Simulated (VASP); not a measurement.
These are LDA (Ceperley-Alder, Perdew-Zunger), VASP's LDA PAW potentials (set 64) (plane waves; VASP) values and carry that method's errors.

Input for VASP

File POSCAR:
```
Rb
1
   -2.6890972853     2.6890972853     2.6890972853
    2.6890972853    -2.6890972853     2.6890972853
    2.6890972853     2.6890972853    -2.6890972853
Rb
1
Direct
  0.0000000000   0.0000000000   0.0000000000
```

### INCAR
```
! general
SYSTEM =Rb
PREC   =Accurate
ENCUT  =400   ! plane-wave cut-off (eV)
LREAL  =.False.   ! projection in real space or not
LASPH  =.True.   ! aspherical one-centre terms

! electronic loop
EDIFF  =1E-7   ! SCF stop (eV)
NELM   =100   ! most electronic steps
ALGO   =Normal
LMAXMIX=4   ! l cut-off of mixed one-centre charges

! smearing
ISMEAR =-5   ! tetrahedra, Bloechl

! ions
ISIF   =2

! output
LWAVE  =.False.
LCHARG =.True.
LORBIT =11   ! lm-projected
NEDOS  =601
```

File KPOINTS:
```
Automatic mesh
0
Gamma
11 11 11
0 0 0
```

POTCAR, in this order: Rb_sv (LDA.64 set). Program: vasp_std.

The run wrote:

OSZICAR:
```
       N       E                     dE             d eps       ncg     rms          rms(c)
DAV:   1     0.379187787252E+02    0.37919E+02   -0.32081E+03   896   0.694E+02
DAV:   2     0.593665750475E+00   -0.37325E+02   -0.36884E+02  1000   0.132E+02
DAV:   3    -0.101341775398E+01   -0.16071E+01   -0.16055E+01  1232   0.314E+01
DAV:   4    -0.106150745344E+01   -0.48090E-01   -0.47965E-01  1416   0.398E+00
DAV:   5    -0.106172182048E+01   -0.21437E-03   -0.21460E-03  1384   0.242E-01    0.141E+00
DAV:   6    -0.106031212388E+01    0.14097E-02   -0.24096E-03  1400   0.310E-01    0.859E-01
DAV:   7    -0.105995654065E+01    0.35558E-03   -0.36995E-03  1296   0.379E-01    0.581E-02
DAV:   8    -0.105997062170E+01   -0.14081E-04   -0.17164E-04  1304   0.117E-01    0.131E-02
DAV:   9    -0.105997469601E+01   -0.40743E-05   -0.61291E-06  1360   0.189E-02    0.382E-03
DAV:  10    -0.105997482064E+01   -0.12463E-06   -0.21575E-06  1392   0.933E-03    0.781E-04
DAV:  11    -0.105997483393E+01   -0.13290E-07   -0.48473E-08   912   0.170E-03
   1 F= -.10599748E+01 E0= -.10599748E+01  d E =0.000000E+00
```

### OUTCAR
```
------------------------ aborting loop because EDIFF is reached ----------------------------------------
  FORCE on cell =-STRESS in cart. coord.  units (eV):
  Direction    XX          YY          ZZ          XY          YZ          ZX
  --------------------------------------------------------------------------------------
  Total       -0.0092333     -0.0092333     -0.0092333      0.0000000      0.0000000     -0.0000000
  in kB       -0.1901895     -0.1901895     -0.1901895      0.0000000      0.0000000     -0.0000000
  external PRESSURE =      -0.1901895 kB  Pullay stress =       0.0000000 kB
  volume of cell :       77.78
      direct lattice vectors                 reciprocal lattice vectors
    -2.689097285  2.689097285  2.689097285     0.000000000  0.185936003  0.185936003
     2.689097285 -2.689097285  2.689097285     0.185936003  0.000000000  0.185936003
     2.689097285  2.689097285 -2.689097285     0.185936003  0.185936003  0.000000000
 POSITION                                       TOTAL-FORCE (eV/Angst)
 -----------------------------------------------------------------------------------
      0.00000      0.00000      0.00000        -0.000000      0.000000      0.000000
 -----------------------------------------------------------------------------------
    total drift:                                0.000000     -0.000000      0.000000
  FREE ENERGIE OF THE ION-ELECTRON SYSTEM (eV)
  ---------------------------------------------------
  free  energy   TOTEN  =        -1.0599748339 eV

  energy  without entropy=       -1.0599748339  energy(sigma->0) =       -1.05997483

 total charge

# of ion       s       p       d       tot
------------------------------------------
    1        1.970   5.305   0.008   7.283
```
(Selected blocks of OUTCAR.)

For a metal the tetrahedron method with Blöchl corrections gives inexact stress and forces.

The compound is Rb in the bcc structure. It was relaxed first, which changed the volume by -14 %.
